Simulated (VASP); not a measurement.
Calculation: r2SCAN meta-GGA, VASP's PBE PAW potentials (set 64) (plane waves; VASP).

Input for VASP

**INCAR**
```
ALGO = Normal
EDIFF = 1E-6
EDIFFG = -0.01
ENCUT = 400
IBRION = 2
ISIF = 3
ISMEAR = 1
LASPH = .True.
LCHARG = .False.
LMAXMIX = 6
LMIXTAU = .True.
LREAL = .False.
LWAVE = .False.
METAGGA = R2SCAN
NELM = 100
NSW = 60
PREC = Accurate
SIGMA = 0.1
SYSTEM = W
```

**KPOINTS**
```
Automatic
0
G
14 14 14
```

POSCAR:
```
W
1
   -2.5483764241     2.5483764241     1.3403395790
    2.5483764241    -2.5483764241     1.3403395790
    2.5483764241     2.5483764241    -1.3403395790
W
2
Direct
  0.7500000000   0.2500000000   0.5000000000
  1.0000000000   0.0000000000   1.0000000000
```

POTCAR, in this order: W_sv (PBE.64 set). Program: vasp_std.

The resulting files:

OSZICAR:
```
       N       E                     dE             d eps       ncg     rms          rms(c)
DAV:   1     0.161402950410E+03    0.16140E+03   -0.14746E+04  8832   0.155E+03
DAV:   2    -0.100129465418E+03   -0.26153E+03   -0.25725E+03  9552   0.463E+02
DAV:   3    -0.108593201208E+03   -0.84637E+01   -0.82262E+01 10864   0.801E+01
DAV:   4    -0.108730532280E+03   -0.13733E+00   -0.13635E+00 10498   0.939E+00
DAV:   5    -0.108732225474E+03   -0.16932E-02   -0.16926E-02 10496   0.108E+00    0.285E+01
DAV:   6    -0.100358380938E+03    0.83738E+01   -0.39778E+00  8910   0.240E+01    0.705E+00
DAV:   7    -0.998647835749E+02    0.49360E+00   -0.76071E-01 10374   0.596E+00    0.199E+00
DAV:   8    -0.100356934980E+03   -0.49215E+00   -0.39043E-01  9450   0.579E+00    0.619E-01
DAV:   9    -0.100260181427E+03    0.96754E-01   -0.92340E-02  9012   0.309E+00    0.541E-01
DAV:  10    -0.100277662483E+03   -0.17481E-01   -0.33287E-03 10780   0.580E-01    0.468E-01
DAV:  11    -0.100279739169E+03   -0.20767E-02   -0.22870E-03  9138   0.542E-01    0.293E-01
DAV:  12    -0.100280617770E+03   -0.87860E-03   -0.18056E-03  8896   0.460E-01    0.369E-02
DAV:  13    -0.100280493609E+03    0.12416E-03   -0.39117E-05 10442   0.558E-02    0.409E-02
DAV:  14    -0.100280613142E+03   -0.11953E-03   -0.18906E-05  9258   0.482E-02    0.208E-02
DAV:  15    -0.100280630163E+03   -0.17021E-04   -0.15621E-05  9332   0.408E-02    0.544E-03
DAV:  16    -0.100280631807E+03   -0.16441E-05   -0.16856E-06  6254   0.128E-02    0.423E-03
DAV:  17    -0.100280634104E+03   -0.22968E-05   -0.13111E-06  5354   0.101E-02    0.186E-03
DAV:  18    -0.100280634404E+03   -0.30057E-06   -0.16320E-07  4574   0.344E-03
   1 F= -.10028063E+03 E0= -.10028041E+03  d E =-.100281E+03
```

OUTCAR:
```
------------------------ aborting loop because EDIFF is reached ----------------------------------------
  FORCE on cell =-STRESS in cart. coord.  units (eV):
  Direction    XX          YY          ZZ          XY          YZ          ZX
  --------------------------------------------------------------------------------------
  Total        0.0050908      0.0050908      0.0197139      0.0000000     -0.0000000      0.0000000
  in kB        0.2342603      0.2342603      0.9071528      0.0000000     -0.0000000      0.0000000
  external PRESSURE =       0.4585578 kB  Pullay stress =       0.0000000 kB
  volume of cell :       34.82
      direct lattice vectors                 reciprocal lattice vectors
    -2.548376424  2.548376424  1.340339579     0.000000000  0.196203353  0.373039794
     2.548376424 -2.548376424  1.340339579     0.196203353  0.000000000  0.373039794
     2.548376424  2.548376424 -1.340339579     0.196203353  0.196203353  0.000000000
 POSITION                                       TOTAL-FORCE (eV/Angst)
 -----------------------------------------------------------------------------------
      0.00000      2.54838      0.67017         0.000000     -0.000000     -0.000000
      0.00000      0.00000      0.00000        -0.000000      0.000000      0.000000
 -----------------------------------------------------------------------------------
    total drift:                               -0.000000      0.000000      0.000000
  FREE ENERGIE OF THE ION-ELECTRON SYSTEM (eV)
  ---------------------------------------------------
  free  energy   TOTEN  =      -100.2806344041 eV

  energy  without entropy=     -100.2799651718  energy(sigma->0) =     -100.28041133

 reached required accuracy - stopping structural energy minimisation
```
(Selected blocks of OUTCAR.)

The structure was generated: W was put into the beta-Sn type (I4_1/amd), which need not be its known phase. It was relaxed first, which changed the volume by +5 %. The start is the result of an earlier pass.
